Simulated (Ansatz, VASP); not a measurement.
One calculation of Ta4O, two programs

```
CELL_PARAMETERS angstrom
5.38107 0.00000 0.00000
-2.69054 4.66015 0.00000
0.00000 0.00000 3.78385
ATOMIC_POSITIONS crystal
Ta 0.50000 0.00000 0.50000
Ta 0.00000 0.50000 0.50000
Ta 0.50000 0.50000 0.50000
Ta 0.00000 0.00000 0.00000
O 0.00000 0.00000 0.50000
```

Alike in both runs: functional PBE; k mesh 6 × 6 × 6; occupations gaussian, width 0.1 eV; no spin polarisation.

Ansatz relaxed the structure, and its values are those at the end. VASP's run is a single point on that final structure, the one shown.

|  | VASP | Ansatz |
| --- | --- | --- |
| version | VASP 6.6.1 | Ansatz 0.2.0 |
| potentials or method | VASP PAW PBE potentials, release 64 (Ta_pv, O) | scalar-relativistic, plane waves, PAW |
| plane-wave cutoff (eV) | 520 | 420 |
| valence electrons in the cell | 50 | 58 |

```csv
,VASP,Ansatz,Ansatz less VASP
gap on the k mesh at the Fermi level (eV),none,none,-
pressure (GPa),0.3,0.0,-0.25
```

A gap of «none» marks a metal or a gap that the smearing closes. The functional is the same, so the differences come from potentials, cutoffs and numerics. The two sets of potentials don't hold the same shells in valence.

Spin-orbit coupling is left out, which matters for the levels of Ta.
